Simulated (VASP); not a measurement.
Wanted: the native input for a VASP 6.6.1 run.

```yaml
Task: single point
Functional: PBE
Potentials_or_basis: VASP PAW PBE potentials, release 64 (Al, Sn_d)
Cutoff: 520 eV
k_mesh: 9 × 9 × 8
Occupations: gaussian, width 0.1 eV
Spin: no spin polarisation
Dipole_correction: no
Further_INCAR_settings: ALGO = Fast; EDIFF = 1e-07; NBANDS = 24
```

The structure of Al5Sn lies in POSCAR:

```
Al5Sn
1.0
    5.5010823460      0.0000000000      0.0000000000
   -2.7505411730      4.7640770599      0.0000000000
    0.0000000000      0.0000000000      4.5431518872
Al Sn
5 1
Direct
    0.0000000000      0.5000000000      0.5000000000
    0.3333333333      0.6666666667      0.0000000000
    0.6666666667      0.3333333333      0.0000000000
    0.5000000000      0.0000000000      0.5000000000
    0.5000000000      0.5000000000      0.5000000000
    0.0000000000      0.0000000000      0.0000000000
```

The cell was built by a generator and needn't be a form met in nature.

These files were run (other wordings do the same):

INCAR

```
PREC     = Accurate       # precision mode
ENCUT    = 520            # plane-wave cutoff, eV
EDIFF    = 1E-7           # SCF threshold, eV
ISMEAR   = 0              # smearing method
SIGMA    = 0.1            # smearing width, eV
LREAL    = F              # projectors in reciprocal space
LASPH    = T              # aspherical terms in the spheres
NELM     = 100            # most SCF steps
ALGO     = Fast           # electronic algorithm
ISIF     = 2              # what is computed and relaxed
LWAVE    = F              # write WAVECAR
LCHARG   = F              # write CHGCAR
GGA      = PE             # functional
NBANDS   = 24             # bands
```

KPOINTS

```
regular mesh
0
Gamma
  9 9 8
```

Potentials or basis: VASP PAW PBE potentials, release 64 (Al, Sn_d).

Run with:

```console
$ cat potpaw_PBE.64/Al/POTCAR potpaw_PBE.64/Sn_d/POTCAR > POTCAR
$ mpirun -np 1 vasp_std > vasp.out
```

It gave:

The pressure is 0.0 GPa and the band gap on the k mesh is none (metal or under the smearing width).

Wall time 93 s on 1 thread of Intel(R) Xeon(R) 6975P-C (Granite Rapids), with other jobs on the host, peak memory 0.33 GiB.
